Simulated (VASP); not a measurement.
Consider the following.

```
CELL_PARAMETERS angstrom
      0.00000     2.61163     2.61163
      2.61163     0.00000     2.61163
      2.61163     2.61163     0.00000
ATOMIC_POSITIONS crystal
  Mg 0.00000 0.00000 0.00000
  S  0.50000 0.50000 0.50000
```

Calculation: PBE GGA, VASP's PBE PAW potentials (set 64) (plane waves; VASP). Numerical set-up: 480 eV cut-off, 8×8×8 Γ-centred mesh, Gaussian smearing of 0.050 eV, potentials Mg S.

Energy and stress use the plane-wave basis of the starting cell.

### Question
The ions, cell shape and volume at an external pressure of 30.0 GPa are relaxed. Predict the relaxed structure.

### Answer

```
CELL_PARAMETERS angstrom
      0.00000     2.40776     2.40776
      2.40776     0.00000     2.40776
      2.40776     2.40776     0.00000
ATOMIC_POSITIONS crystal
  Mg 0.00000 0.00000 0.00000
  S  0.50000 0.50000 0.50000
```
Space group Fm-3m (225), at a tolerance of 0.03 Å.

### Question
How do energy and volume change from the first to the last step?

### Answer
The energy (σ→0) changes by +292.9 meV/atom and the volume by -21.6 %, in 7 ionic steps.

```
step  E(σ→0) (eV)  max force (eV/Å)  pressure (GPa)  volume (Å³)
----  -----------  ----------------  --------------  -----------
1         -8.5028             0.000           -0.02        35.63
2         -5.1528             0.000          115.21        21.04
3         -7.9953             0.000           27.21        28.36
4         -7.9354             0.000           29.36        28.02
5         -7.9094             0.000           30.28        27.88
6         -7.9259             0.000           29.70        27.96
7         -7.9171             0.000           30.01        27.92
```

The compound is MgS in the rock salt structure. This run relaxes it under an external pressure of 30 GPa. Symmetry was kept, so distortions that lower it aren't found.
